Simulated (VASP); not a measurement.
# SrGeC: structure and properties in VASP, part 2 of 3

What structure does SrGeC take at this level, and what are its properties? The cell is invented: it takes the structure of a Materials Project entry for SrSiGe (space group 187 there), with some of its atoms replaced by other elements, volume scaled by an estimate. It may not be a known or stable phase. The atoms of the start are displaced at random from the sites of a P-6m2 cell.

VASP 6.6.1; BLYP; plane waves and PAW (Sr_sv, Ge_d, C); invented cell.

So far. Step 2 (Rough relaxation of the start cell): It ends with a largest force of 0.034 eV/Å and a pressure of -0.18 GPa.

### Step 3. Relaxing cell and atoms (BLYP)

Properties are meant for the cell that this level of theory prefers, so cell and atoms are relaxed first (ISIF = 3) until forces and stress are small; EDIFFG sets the threshold.

INCAR

```
SYSTEM = SrGeC
PREC = Accurate
ENCUT = 520
EDIFF = 1E-06
NELM = 100
ISMEAR = -1
SIGMA = 0.05
LREAL = .FALSE.
ALGO = Normal
GGA = B5
ALDAX = 1
AGGAX = 1
AGGAC = 1
ALDAC = 0
NBANDS = 20
LORBIT = 11
LWAVE = .FALSE.
LCHARG = .FALSE.
IBRION = 2
NSW = 60
ISIF = 3
EDIFFG = -0.01
```

POSCAR

```
SrGeC
1.0
    3.8323223023     -0.0154609964     -0.0000104289
   -1.9295546587      3.3698988347      0.0000000143
   -0.0000211680     -0.0000242487      4.5952854549
Sr Ge C
1 1 1
Direct
    0.6673950477      0.3361481875      0.0010064266
    0.9972314542      0.9996627164      0.5004169631
    0.3306384981      0.6669920960      0.5029166104
```

KPOINTS

```
Automatic mesh
0
Gamma
7 7 5
0 0 0
```

The projector-augmented-wave data sets are Sr_sv, Ge_d and C (PBE family, release 64).

On the command line:

```sh
$ mpirun -np 1 vasp_std
```

Log:

```text
[banner, memory and clock lines left out]
running    1 mpi-ranks, on    1 nodes
[...]
[... a notice as in an earlier step ...]

 LDA part: xc-table for (Slater(with rela. corr.)+VWN5), standard interpolation
 POSCAR, INCAR and KPOINTS ok, starting setup
[...]
entering main loop
       N       E                     dE             d eps       ncg     rms          rms(c)
DAV:   1     0.227057331256E+03    0.22706E+03   -0.14155E+04  5608   0.264E+03
DAV:   2     0.169039811366E+02   -0.21015E+03   -0.20248E+03  5172   0.635E+02
DAV:   3    -0.108238207065E+02   -0.27728E+02   -0.27276E+02  5924   0.135E+02
DAV:   4    -0.130071365007E+02   -0.21833E+01   -0.21739E+01  8900   0.311E+01
[...]
DAV:  12    -0.119865326621E+02    0.33438E-05   -0.11871E-04  6532   0.741E-02    0.998E-03
DAV:  13    -0.119865367568E+02   -0.40947E-05   -0.12496E-05  4760   0.261E-02    0.459E-03
DAV:  14    -0.119865371397E+02   -0.38288E-06   -0.31170E-06  5004   0.970E-03
   1 F= -.11986537E+02 E0= -.11979090E+02  d E =-.119865E+02
[... from here on, the cycles between the ionic steps are left out ...]
   2 F= -.11988271E+02 E0= -.11981168E+02  d E =-.173347E-02
   6 F= -.11995045E+02 E0= -.11990550E+02  d E =-.476348E-02
  11 F= -.12034705E+02 E0= -.12029176E+02  d E =-.396598E-01
  16 F= -.12145956E+02 E0= -.12140190E+02  d E =-.746399E-01
  21 F= -.12308203E+02 E0= -.12304788E+02  d E =-.810232E-01
  26 F= -.12485236E+02 E0= -.12481222E+02  d E =-.633948E-01
  31 F= -.12523257E+02 E0= -.12520019E+02  d E =-.406123E-02
  36 F= -.12531170E+02 E0= -.12527965E+02  d E =-.442041E-02
  41 F= -.12542738E+02 E0= -.12539584E+02  d E =-.261877E-02
  46 F= -.12587151E+02 E0= -.12584374E+02  d E =-.357625E-01
  51 F= -.12700543E+02 E0= -.12697947E+02  d E =-.858673E-01
  56 F= -.12749695E+02 E0= -.12748579E+02  d E =-.813810E-02
  59 F= -.12753827E+02 E0= -.12752759E+02  d E =-.315409E-02
  60 F= -.12756475E+02 E0= -.12755471E+02  d E =-.264795E-02
 trial-energy change:   -0.002648  1 .order   -0.002662   -0.003352   -0.001973
 step:   2.9545(harm=  2.6309)  dis= 0.02807  next Energy=   -12.758107 (dE=-0.428E-02)
```

It took 69 min on 1 MPI rank of Intel Xeon Platinum 8375C at 2.90GHz (Ice Lake), shared host; peak memory 0.37 GiB.

Parts of OUTCAR (step 3):

```text
 k-point     1 :       0.0000    0.0000    0.0000
  band No.  band energies     occupation
    ...
     10      -7.9657      2.00000
     11      -0.9871      2.00000
     12       2.1607      2.00000
     13       2.2255      2.00000
     14       2.4143      2.00000
     15       4.9744      0.00000
     16       6.8046      0.00000
     17       7.4205      0.00000
     18       7.6797      0.00000
     19       9.8397      0.00000
    ...

  Total        0.0134532      0.1145166      0.0566131     -0.0111554     -0.0893603      0.0486323
  in kB        0.3242606      2.7601808      1.3645400     -0.2688773     -2.1538413      1.1721797
  external PRESSURE =       1.4829938 kB  Pullay stress =       0.0000000 kB

 POSITION                                       TOTAL-FORCE (eV/Angst)
 -----------------------------------------------------------------------------------
      1.71227      1.47250      4.82965        -0.014496      0.002082      0.012184
      1.71454      3.54206      2.42849         0.023183      0.062267      0.008725
      0.03143      3.06574      3.48021        -0.008687     -0.064349     -0.020909
 -----------------------------------------------------------------------------------
    total drift:                                0.001808     -0.000785      0.000503

  FREE ENERGIE OF THE ION-ELECTRON SYSTEM (eV)
  ---------------------------------------------------
  free  energy   TOTEN  =       -12.7564752826 eV

  energy  without entropy=      -12.7544663137  energy(sigma->0) =      -12.75547080

[... 1 part as in an earlier step ...]

[... 18 further parts left out ...]
[key lines of the parts left out:]
E-fermi :   4.1252
```

The relaxation used up its NSW steps before forces and stress met EDIFFG.

### Step 4. Second relaxation

The basis stayed that of the start cell while the cell moved. A rerun from the cell reached resets it; the error of the finite cutoff stays. The mesh changes with the cell too.

INCAR is that of step 3.

POSCAR

```
SrGeC
1.0
    3.3730588143     -0.0457065981     -0.0309287986
   -1.6442239679      3.8816435459      0.2693264257
    0.0105533315      0.1982390978      5.1192199448
Sr Ge C
1 1 1
Direct
    0.6703451797      0.3397674153      0.9296102585
    0.9464249445      0.9015636565      0.4326727759
    0.3784948758      0.7614719281      0.6420569657
```

KPOINTS

```
Automatic mesh
0
Gamma
7 6 5
0 0 0
```

On the command line:

```sh
$ mpirun -np 1 vasp_std
```

Log:

```text
[... set-up lines as in an earlier step ...]
 entering main loop
       N       E                     dE             d eps       ncg     rms          rms(c)
DAV:   1     0.233755065382E+03    0.23376E+03   -0.14085E+04  4836   0.255E+03
DAV:   2     0.167716046870E+02   -0.21698E+03   -0.20841E+03  4428   0.637E+02
DAV:   3    -0.131642797161E+02   -0.29936E+02   -0.29541E+02  5092   0.139E+02
DAV:   4    -0.156586775352E+02   -0.24944E+01   -0.24877E+01  7392   0.351E+01
DAV:   5    -0.157056503452E+02   -0.46973E-01   -0.46948E-01  5404   0.407E+00    0.172E+01
DAV:   6    -0.130733850951E+02    0.26323E+01   -0.28767E+01  5808   0.216E+01    0.134E+01
DAV:   7    -0.127828323284E+02    0.29055E+00   -0.23014E+00  5268   0.671E+00    0.847E+00
DAV:   8    -0.127853554188E+02   -0.25231E-02   -0.47564E-01  5624   0.385E+00    0.107E+00
DAV:   9    -0.127698313834E+02    0.15524E-01   -0.83171E-02  6408   0.145E+00    0.332E-01
DAV:  10    -0.127705323123E+02   -0.70093E-03   -0.61742E-03  4984   0.490E-01    0.109E-01
DAV:  11    -0.127707408740E+02   -0.20856E-03   -0.48058E-04  5764   0.127E-01    0.493E-02
DAV:  12    -0.127707531735E+02   -0.12299E-04   -0.51518E-05  5028   0.624E-02    0.164E-02
DAV:  13    -0.127707562197E+02   -0.30462E-05   -0.13638E-05  5456   0.247E-02    0.404E-03
DAV:  14    -0.127707566604E+02   -0.44068E-06   -0.11621E-06  3964   0.899E-03
   1 F= -.12770757E+02 E0= -.12769749E+02  d E =-.127708E+02
 curvature:   0.00 expect dE= 0.000E+00 dE for cont linesearch  0.000E+00
 trial: gam= 0.00000 g(F)=  0.447E-03 g(S)=  0.153E-02 ort = 0.000E+00 (trialstep = 0.100E+01)
 search vector abs. value=  0.197E-02
 bond charge predicted
       N       E                     dE             d eps       ncg     rms          rms(c)
DAV:   1    -0.127835264087E+02   -0.12770E-01   -0.30460E-01  5168   0.672E+00    0.714E-01
DAV:   2    -0.127750951962E+02    0.84312E-02   -0.28253E-02  6152   0.191E+00    0.343E-01
DAV:   3    -0.127720819351E+02    0.30133E-02   -0.57224E-03  6300   0.938E-01    0.172E-01
DAV:   4    -0.127719347394E+02    0.14720E-03   -0.11039E-03  7108   0.194E-01    0.132E-01
DAV:   5    -0.127719284701E+02    0.62693E-05   -0.78357E-05  6748   0.936E-02    0.648E-02
DAV:   6    -0.127719212326E+02    0.72375E-05   -0.42648E-05  7176   0.534E-02    0.893E-03
DAV:   7    -0.127719211276E+02    0.10506E-06   -0.16514E-06  3908   0.112E-02
   2 F= -.12771921E+02 E0= -.12770963E+02  d E =-.116447E-02
[...]
3 F= -.12771951E+02 E0= -.12770999E+02  d E =-.119418E-02
[...]
4 F= -.12772557E+02 E0= -.12771564E+02  d E =-.606410E-03
[...]
5 F= -.12772612E+02 E0= -.12771604E+02  d E =-.661408E-03
[...]
6 F= -.12772871E+02 E0= -.12771839E+02  d E =-.258386E-03
[...]
7 F= -.12772911E+02 E0= -.12771863E+02  d E =-.298973E-03
[...]
8 F= -.12772913E+02 E0= -.12771867E+02  d E =-.301069E-03
 curvature:  -1.41 expect dE=-0.103E-03 dE for cont linesearch -0.224E-07
 trial: gam= 0.19317 g(F)=  0.518E-04 g(S)=  0.211E-04 ort = 0.296E-05 (trialstep = 0.125E+01)
 search vector abs. value=  0.947E-04
 bond charge predicted
       N       E                     dE             d eps       ncg     rms          rms(c)
DAV:   1    -0.127729894722E+02   -0.76192E-04   -0.21207E-02  4396   0.114E+00    0.583E-02
DAV:   2    -0.127729826091E+02    0.68631E-05   -0.40514E-04  5696   0.214E-01    0.341E-02
DAV:   3    -0.127729641948E+02    0.18414E-04   -0.32483E-05  6780   0.728E-02    0.100E-02
DAV:   4    -0.127729634757E+02    0.71917E-06   -0.49602E-06  5712   0.203E-02
   9 F= -.12772963E+02 E0= -.12771935E+02  d E =-.501575E-04
 trial-energy change:   -0.000050  1 .order   -0.000048   -0.000092   -0.000004
 step:   1.3026(harm=  1.3026)  dis= 0.00155  next Energy=   -12.772961 (dE=-0.479E-04)
 reached required accuracy - stopping structural energy minimisation
```

The job ended after 6.5 min (1 MPI rank; peak memory 0.31 GiB).

OUTCAR, selected parts (step 4):

```text
  LATTYP: Found a triclinic cell.
 ALAT       =     4.2142752191
 B/A-ratio  =     2.0931485096
 C/A-ratio  =     0.8004959526
 COS(alpha) =     0.0016380414
 COS(beta)  =     0.3973271507
 COS(gamma) =     0.7497703648

The static configuration has the point symmetry C_1 .

 Found    106 irreducible k-points:

   k-points           NKPTS =    106   k-points in BZ     NKDIM =    106   number of bands    NBANDS=     20

   dimension x,y,z NGX =    28 NGY =   32 NGZ =   40
   dimension x,y,z NGXF=    56 NGYF=   64 NGZF=   80

   ENCUT  =  520.0 eV  38.22 Ry    6.18 a.u.   6.27  7.85  9.53*2*pi/ulx,y,z

   NELECT =      28.0000    total number of electrons

 E-fermi :   4.0374

 k-point     1 :       0.0000    0.0000    0.0000
  band No.  band energies     occupation
    ...
     10      -8.0029      2.00000
     11      -1.0390      2.00000
     12       2.1129      2.00000
     13       2.1805      2.00000
     14       2.3064      2.00000
     15       4.8371      0.00000
     16       6.7195      0.00000
     17       7.3161      0.00000
     18       7.5594      0.00000
     19       9.6970      0.00000
    ...

 k-point     2 :       0.1429    0.0000   -0.0000
  band No.  band energies     occupation
    ...
     10      -7.7378      2.00000
     11      -1.3009      2.00000
     12       1.4051      2.00000
     13       2.2117      2.00000
     14       2.6318      2.00000
     15       4.9569      0.00000
     16       6.9281      0.00000
     17       7.5152      0.00000
     18       8.1356      0.00000
     19       8.4926      0.00000
    ...

  Total        0.0004638     -0.0059211     -0.0153825      0.0054226      0.0036954      0.0073926
  in kB        0.0110539     -0.1411234     -0.3666252      0.1292406      0.0880751      0.1761938
  external PRESSURE =      -0.1655649 kB  Pullay stress =       0.0000000 kB

  energy-cutoff  :      520.00
  volume of cell :       67.22
      direct lattice vectors                 reciprocal lattice vectors
     3.373843506 -0.044225082 -0.022543350     0.297996777  0.125246231 -0.006411308
    -1.641681893  3.919855533  0.270025855     0.003302286  0.257208517 -0.010365402
     0.023582766  0.206218134  5.124638343     0.001136889 -0.013001792  0.195653689

 POSITION                                       TOTAL-FORCE (eV/Angst)
 -----------------------------------------------------------------------------------
      1.72018      1.49550      4.83701        -0.006501     -0.007414     -0.000849
      1.72942      3.59276      2.44636         0.003755      0.001085      0.007514
      0.04141      3.08753      3.48399         0.002746      0.006329     -0.006665
 -----------------------------------------------------------------------------------
    total drift:                                0.000477      0.000983      0.000411

  FREE ENERGIE OF THE ION-ELECTRON SYSTEM (eV)
  ---------------------------------------------------
  free  energy   TOTEN  =       -12.7729634757 eV

  energy  without entropy=      -12.7709066218  energy(sigma->0) =      -12.77193505

 total charge
# of ion       s       p       d       tot
------------------------------------------
    1        2.024   5.785   0.261   8.070
    2        1.159   1.156  10.044  12.360
    3        0.887   1.395   0.000   2.282
--------------------------------------------------
tot          4.070   8.336  10.306  22.712

[... 2 parts as in an earlier step ...]

[... 7 further parts left out ...]
```

CONTCAR:

```
SrGeC
   1.00000000000000
     3.3738435061905192   -0.0442250821623246   -0.0225433496203717
    -1.6416818927475179    3.9198555329192386    0.2700258552198277
     0.0235827660643328    0.2062181336474887    5.1246383428523377
  Sr              Ge              C
     1     1     1
Direct
     0.6689023960714867    0.3401983891866406    0.9288894128532497
     0.9496572778999981    0.9044411837908707    0.4338923694631427
     0.3767053260285184    0.7581634269224941    0.6415582177836084
```

This mesh shows a gap, while another run on the same cell is judged to have none; mesh, path or smearing differ between them.

The steps of the relaxation:

```
step  energy less that of the first step (eV)  largest force (eV/Å)  pressure (GPa)  volume (Å³)
   1                                   0.0000                0.0677            0.35        66.47
   2                                  -0.0012                0.0699           -0.06        66.94
   3                                  -0.0012                0.0747           -0.14        66.99
   4                                  -0.0018                0.0286            0.04        67.03
   5                                  -0.0019                0.0351            0.07        67.05
   6                                  -0.0021                0.0245            0.02        67.16
   7                                  -0.0022                0.0239           -0.05        67.25
   8                                  -0.0022                0.0238           -0.02        67.24
   9                                  -0.0022                0.0099           -0.02        67.22
```

```
     cell as run  before   after  change
           a (Å)   3.374   3.374  +0.0 %
           b (Å)   4.224   4.258  +0.8 %
           c (Å)   5.123   5.129  +0.1 %
           β (°)   90.44   90.15  -0.3 %
           γ (°)  113.72  113.45  -0.2 %
volume (Å³/atom)   22.16   22.41  +1.1 %
```

The atoms that moved most (Å, as changes of fractional coordinates times the final cell):

```
atom      dx      dy      dz  length
 Ge2   0.006   0.011   0.007   0.015
  C3  -0.001  -0.013  -0.003   0.013
 Sr1  -0.006   0.002  -0.004   0.007
```

The relaxed structure:

```
Sr Ge C
1.0
     3.37384   -0.04423   -0.02254
    -1.64168    3.91986    0.27003
     0.02358    0.20622    5.12464
Sr Ge C
1 1 1
Direct
  0.66890 0.34020 0.92889
  0.94966 0.90444 0.43389
  0.37671 0.75816 0.64156
```

This step gave:

- irreducible k-points: 106
- free energy (TOTEN): -12.77 eV
- energy at zero smearing: -12.77 eV
- Fermi energy: 4.037 eV
- pressure: -0.01656 GPa
- SCF cycles over all ionic steps: 57

It ends with a largest force of 0.010 eV/Å and a pressure of -0.02 GPa.

(Part 2 of 3 ends here.)

[Lines on the potential files, build, host, timing and source positions are cut from VASP's logs without a mark.]

[Logs are printed without paths, hosts, clocks, repeated set-up lines and the standing remarks that a program may print on its own settings, such as how far it seeks lower states.]

[Hosts, paths, dates, database ids (printed as entryN), source tags and the programs' standing remarks are cut or masked in the printed files.]

[A measured line is paired with the nearest computed mode of its activity, which favours agreement.]

[In band tables of VASP the shares of atoms and orbitals are scaled to a sum of 1 inside the atoms' spheres.]
